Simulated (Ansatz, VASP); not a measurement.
# Ge (Germanium): VASP beside Ansatz, part 3 of 3

Aim: how closely do two programs agree when they are given the same cell, functional and k mesh? The cell is taken from a series of runs on this material, whose earlier steps may have relaxed, scaled, displaced or heated it; both programs get it as it stands.

VASP 6.6.1 and Ansatz 0.2.0.

So far: Starting point; Ansatz: zone-centre phonons, LDA; VASP: zone-centre phonons, LDA.

**3. VASP: zone-centre phonons, LDA (continued)**

Level of this step: LDA; plane waves and PAW (Ge_d) (VASP).

Numbers of over 12 decimals in the logs are rounded to 6 here.

From OUTCAR (step 3):

```text
ion  position               nearest neighbor table
   1  0.500  0.500  0.500-   2 2.42   2 2.42   2 2.42   2 2.42
   2  0.750  0.750  0.750-   1 2.42   1 2.42   1 2.42   1 2.42

  LATTYP: Found a body centered tetragonal cell.
 ALAT       =     3.9352405036
 C/A-ratio  =     1.4393754233

 Subroutine GETGRP returns: Found  4 space group operations
 (whereof  2 operations were pure point group operations)

The static configuration has the point symmetry C_1h.
 The point group associated with its full space group is C_2h.

   k-points           NKPTS =   1728   k-points in BZ     NKDIM =   1728   number of bands    NBANDS=     20

   dimension x,y,z NGX =    30 NGY =   30 NGZ =   30
   dimension x,y,z NGXF=    60 NGYF=   60 NGZF=   60

   ENCUT  =  500.0 eV  36.75 Ry    6.06 a.u.   7.24  7.24  7.17*2*pi/ulx,y,z

   NELECT =      28.0000    total number of electrons

 k-points in reciprocal lattice and weights: Points of the shifted mesh
   0.04166667  0.04166667  0.04166667       0.001
   0.04166667  0.04166667  0.12500000       0.001
   0.04166667  0.04166667  0.20833333       0.001
   0.04166667  0.04166667  0.29166667       0.001
   0.04166667  0.04166667  0.37500000       0.001
   0.04166667  0.04166667  0.45833333       0.001
   0.04166667  0.04166667  0.54166667       0.001
   0.04166667  0.04166667  0.62500000       0.001
   0.04166667  0.04166667  0.70833333       0.001
[...]
0.95833333  0.95833333  0.87500000       0.001
   0.95833333  0.95833333  0.95833333       0.001

 average (electrostatic) potential at core
       1 -75.1274       2 -75.1274

  Total        0.4062599      0.4062599      0.0248028     -0.0023738     -0.0018311     -0.0018312
  in kB       14.8407778     14.8407778      0.9060512     -0.0867153     -0.0668920     -0.0668930
  external PRESSURE =      10.1958690 kB  Pullay stress =       0.0000000 kB

  energy-cutoff  :      500.00
  volume of cell :       43.86
      direct lattice vectors                 reciprocal lattice vectors
     0.000000000  2.782635246  2.832144233    -0.179685786  0.179685786  0.176544681
     2.782635246  0.000000000  2.832144233     0.179685786 -0.179685786  0.176544681
     2.782635246  2.782635246  0.000000000     0.179685786  0.179685786 -0.176544681

 POSITION                                       TOTAL-FORCE (eV/Angst)
 -----------------------------------------------------------------------------------
      2.78252      2.78252      2.83199         0.000166      0.000166      0.000218
      4.17407      4.17407      4.24837        -0.000166     -0.000166     -0.000218
 -----------------------------------------------------------------------------------
    total drift:                                0.000000      0.000000     -0.000000

 Eigenvectors and eigenvalues of the dynamical matrix
 ----------------------------------------------------

   1 f  =    8.993025 THz    56.504845 2PiTHz  299.975035 cm-1    37.192148 meV
             X         Y         Z           dx          dy          dz
      2.782518  2.782518  2.831992     0.003931    0.003931    0.707085
      4.174070  4.174070  4.248369    -0.003931   -0.003931   -0.707085

   2 f  =    8.969220 THz    56.355271 2PiTHz  299.180971 cm-1    37.093696 meV
             X         Y         Z           dx          dy          dz
      2.782518  2.782518  2.831992    -0.500000    0.500000   -0.000000
      4.174070  4.174070  4.248369     0.500000   -0.500000    0.000000

   3 f  =    8.966690 THz    56.339378 2PiTHz  299.096600 cm-1    37.083235 meV
             X         Y         Z           dx          dy          dz
      2.782518  2.782518  2.831992     0.499985    0.499985   -0.005559
      4.174070  4.174070  4.248369    -0.499985   -0.499985    0.005559

   4 f  =    0.000000 THz     0.000000 2PiTHz    0.000002 cm-1     0.000000 meV
             X         Y         Z           dx          dy          dz
      2.782518  2.782518  2.831992    -0.066708   -0.703517    0.024776
      4.174070  4.174070  4.248369    -0.066708   -0.703517    0.024776

   5 f/i=    0.000000 THz     0.000000 2PiTHz    0.000002 cm-1     0.000000 meV
             X         Y         Z           dx          dy          dz
      2.782518  2.782518  2.831992     0.703951   -0.066601    0.004181
      4.174070  4.174070  4.248369     0.703951   -0.066601    0.004181

   6 f/i=    0.000000 THz     0.000001 2PiTHz    0.000005 cm-1     0.000001 meV
             X         Y         Z           dx          dy          dz
      2.782518  2.782518  2.831992     0.001826   -0.025059   -0.706660
      4.174070  4.174070  4.248369     0.001826   -0.025059   -0.706660

 ELASTIC MODULI CONTR FROM IONIC RELAXATION (kBar)
 Direction    XX          YY          ZZ          XY          YZ          ZX
 --------------------------------------------------------------------------------
 XX          -0.0105     -0.0046     -0.0073      0.7267      1.5230      0.1981
 YY          -0.0046     -0.0105     -0.0073      0.5233      0.3457      1.5784
 ZZ          -0.0073     -0.0073     -0.0161      1.9839      0.2653      0.5182
 XY           0.7267      0.5233      1.9839   -266.7335      1.0833      2.6728
 YZ           1.5230      0.3457      0.2653      1.0833   -277.4611      1.2260
 ZX           0.1981      1.5784      0.5182      2.6728      1.2260   -276.9884
 --------------------------------------------------------------------------------
```

**4. Side by side**

Known differences besides the potentials themselves: the two LDA forms differ slightly; the cutoff is 420 eV in Ansatz and 500 eV in VASP; VASP's log shows a relativistic correction to its local exchange, Ansatz's none. Total energies have different zeros and are not compared.

Compared:

| quantity | Ansatz | VASP | difference |
| --- | --- | --- | --- |
| optical mode 1 to 2 (cm⁻¹) | 297.4 | 299.1 | -0.58 % |
| optical mode 3 (cm⁻¹) | 298.5 | 300.0 | -0.49 % |

Modes are paired by rising frequency, not by their patterns, so a pair may set unlike modes beside each other; they are those without the splitting of longitudinal modes.

**5. Summary of results**

```json
{
 "r.m.s. difference of the optical zone-centre modes, each program's sorted by frequency (zone-centre phonons, LDA)": "1.6 cm⁻¹",
 "difference in optical mode 1 to 2 (zone-centre phonons, LDA)": "-0.6 %"
}
```

The r.m.s. difference of the optical zone-centre modes, each program's sorted by frequency is 1.6 cm⁻¹ (zone-centre phonons, LDA). Among the rows given in per cent, the largest difference of the zone-centre phonons, LDA pair is in optical mode 1 to 2, -0.6 %. Such differences can come from data sets, numerical settings and the points named under the comparisons, not from the functional's error against experiment.

[Lines on the potential files, build, host, timing and source positions are cut from VASP's logs without a mark.]

[Logs are printed without paths, hosts, clocks, repeated set-up lines and the standing remarks that a program may print on its own settings, such as how far it seeks lower states.]

[Hosts, paths, dates, database ids (printed as entryN), source tags and the programs' standing remarks are cut or masked in the printed files.]
